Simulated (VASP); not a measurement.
CuF2:

```
CELL_PARAMETERS angstrom
4.85651 0.00000 0.00000
0.00000 4.85651 0.00000
0.00000 0.00000 3.19243
ATOMIC_POSITIONS crystal
Cu 0.00000 0.00000 0.00000
Cu 0.50000 0.50000 0.50000
F 0.30400 0.30400 0.00000
F 0.69600 0.69600 0.00000
F 0.80400 0.19600 0.50000
F 0.19600 0.80400 0.50000
```

The cell was built by a generator and needn't be a form met in nature.

Base run:

| Property | Result |
| --- | --- |
| Program | VASP 6.6.1 |
| Functional | LDA |
| Potentials or basis | VASP PAW LDA potentials, release 64 (Cu, F) |
| Cutoff | 520 eV |
| k mesh | 5 × 5 × 7 |
| Occupations | fermi-dirac, width 0.0169 eV |
| Spin | collinear spin, typed start |
| Starting moments | [1.0, 1.0, 0.0, 0.0, 0.0, 0.0] μB |
| Hubbard terms | Cu d U = 2.26 eV |

Its results: net moment 2.00 μB per cell; site moments Cu +0.70; F +0.14 μB.

**Question.** The run is repeated on the same cell with these changes: moments at the start from [1.0, 1.0, 0.0, 0.0, 0.0, 0.0] to [1.0, -1.0, 0.0, 0.0, 0.0, 0.0]. What comes out?

**Answer.** Net moment 0.00 μB per cell; site moments Cu +0.65, -0.65; F +0.04, -0.04 μB.
